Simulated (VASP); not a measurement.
Input of a VASP 6.6.1 run:

INCAR

```
SYSTEM = AgH12O6F
PREC     = Accurate       ! precision mode
ENCUT    = 520            ! plane-wave cutoff, eV
EDIFF    = 1E-6           ! SCF threshold, eV
ISMEAR   = -1             ! smearing method
SIGMA    = 0.05           ! smearing width, eV
LREAL    = Auto         
LASPH    = .TRUE.         ! aspherical terms in the spheres
NELM     = 100            ! most SCF steps
ALGO     = Fast           ! electronic algorithm
ISIF     = 2              ! what is computed and relaxed
LWAVE    = .FALSE.        ! write WAVECAR
LCHARG   = .TRUE.         ! write CHGCAR
GGA      = PE             ! functional
IVDW     = 12             ! dispersion correction
LELF     = .TRUE.         ! ELF
LVHAR    = .TRUE.       
NBANDS   = 49             ! bands
```

KPOINTS

```
Automatic mesh
0
G
  1 1 1
  0 0 0
```

The input POSCAR:

```
AgH12O6F
1.0
    6.0731780000      0.0000000000      0.0000000000
    0.0000000000      6.0731780000      0.0000000000
    0.0000000000      0.0000000000      6.0731780000
O H Ag F
6 12 1 1
Direct
    0.1931772788      0.4562685302      0.9208193799
    0.9348976763      0.6307076789      0.2790301881
    0.5360126115      0.3287570363      0.5281748699
    0.1825732755     -0.0009385531      0.4518556841
    0.4359167474      0.8244118648      0.1768925594
    0.8803792677      0.1485054448      0.7434328452
    0.3284771169      0.4528271689      0.8345218928
    0.2241659968      0.5657334595      1.0290987684
    0.8862740397      0.6692212874      0.1262106923
    0.8869326735      0.4849026325      0.3104305522
    0.6598192907      0.2425583442      0.6009538993
    0.4294127391      0.2221406980      0.4861869683
    0.0751665767      0.0445895049      0.5622097689
    0.1253544685     -0.1450146859      0.4038248179
    0.3516280932      0.9617205358      0.1607231008
    0.5698005229      0.8158990235      0.0758087446
    0.9664791646      0.2563896530      0.8265194928
    0.8520250847     -0.0054995918      0.8199002236
    0.4978941832      0.7320384813      0.5524290577
    0.7420167826      0.7897841954      0.8879700216
```

Potentials or basis: VASP PAW PBE potentials, release 64 (O, H, Ag, F).

The run is started by

```sh
$ cat potpaw_PBE.64/O/POTCAR potpaw_PBE.64/H/POTCAR potpaw_PBE.64/Ag/POTCAR potpaw_PBE.64/F/POTCAR > POTCAR
$ mpirun -np 1 vasp_gam > vasp.out
```

What does it give for the pressure?

-0.9 GPa.

What does it give for the largest force?

1.638 eV/Å.

What does it give for the dispersion energy per atom?

-0.045 eV.

Stress tensor (GPa, compression positive):
```
-0.50  0.38 -1.52
 0.38 -1.75  1.49
-1.52  1.49 -0.55
```
